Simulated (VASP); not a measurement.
These are PBE GGA, VASP's PBE PAW potentials (set 64) (plane waves; VASP) values and carry that method's errors.

VASP ran on this input.

**INCAR**
```
# general
SYSTEM  = CeO2
PREC    = Accurate
ENCUT   = 520   # plane-wave cut-off (eV)
LREAL   = .FALSE.   # projection in real space or not
LASPH   = .TRUE.

# electronic loop
EDIFF   = 1E-6
NELM    = 100
ALGO    = Normal
LMAXMIX = 6

# smearing
ISMEAR  = 0   # Gaussian
SIGMA   = 0.05   # width (eV)

# functional
GGA     = PE

# ions
ISIF    = 2   # forces and stress, cell fixed

# output
LWAVE   = .FALSE.
LCHARG  = .FALSE.
```

File KPOINTS:
```
Automatic mesh
0
G
  2 2 2
```

### POSCAR
```
CeO2
1
    0.0000000000     2.7627300000     2.7328950000
    2.7624840000     0.0000000000     2.7328950000
    2.7624840000     2.7627300000     0.0000000000
Ce O
1 2
Direct
  0.0000000000   0.0000000000   0.0000000000
  0.2500000000   0.2500000000   0.2500000000
  0.7356860000   0.7643140000   0.7643140000
```

POTCAR, in this order: Ce O (PBE.64 set). Program: vasp_std.

Estimate the energy per atom (σ→0), pressure, largest force.

The energy per atom (σ→0) is -8.675 eV/atom and the pressure comes out as -1.06 GPa. The largest force is 0.00870 Ha/bohr.

**OSZICAR**
```
...
DAV:  15    -0.260243147254E+02    0.25018E-03   -0.85296E-03   280   0.747E-01    0.271E-01
DAV:  16    -0.260246221185E+02   -0.30739E-03   -0.77691E-03   264   0.719E-01    0.156E-01
DAV:  17    -0.260242571802E+02    0.36494E-03   -0.56922E-03   264   0.628E-01    0.938E-02
DAV:  18    -0.260242284239E+02    0.28756E-04   -0.23716E-04   320   0.131E-01    0.256E-02
DAV:  19    -0.260242297825E+02   -0.13586E-05   -0.10239E-05   240   0.198E-02    0.186E-02
DAV:  20    -0.260242273058E+02    0.24767E-05   -0.16505E-05   248   0.340E-02    0.453E-03
DAV:  21    -0.260242276178E+02   -0.31193E-06   -0.21424E-07    96   0.563E-03
   1 F= -.26024228E+02 E0= -.26024228E+02  d E =-.255129E-13
```

The compound is CeO2 in the fluorite structure. The cell was not relaxed at this level, atoms are displaced from their ideal sites. The k-mesh is coarse (spacing up to 0.99 per Å, 2π included), so the numbers may not be converged in it. The run is one of a series of settings (KPOINTS 2×2×2 Γ-centred mesh against the base run), some of them coarse on purpose. The run is not spin-polarised, so no magnetic state was tried.
